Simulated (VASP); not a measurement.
Input:

```
CELL_PARAMETERS angstrom
      0.00000     2.73000     2.73000
      2.73000     0.00000     2.73000
      2.73000     2.73000     0.00000
ATOMIC_POSITIONS crystal
  Ca 0.00000 0.00000 0.00000
  F  0.25000 0.25000 0.25000
  F  0.75000 0.75000 0.75000
```

All values below come from PBE GGA, VASP's PBE PAW potentials (set 64) (plane waves; VASP). Settings: 775 eV cut-off, 8×8×8 Γ-centred mesh, Gaussian smearing of 0.050 eV, potentials Ca_sv F.

Question: Give the stress tensor in GPa (positive for a compressed cell).

Answer: 
```
2.63  0.00  0.00
0.00  2.63  0.00
0.00  0.00  2.63
```
The pressure is its mean diagonal, 2.63 GPa.

The compound is CaF2 in the fluorite structure. The cell was not relaxed at this level. The run is one of a series of settings (ENCUT = 775 against the base run), some of them coarse on purpose.
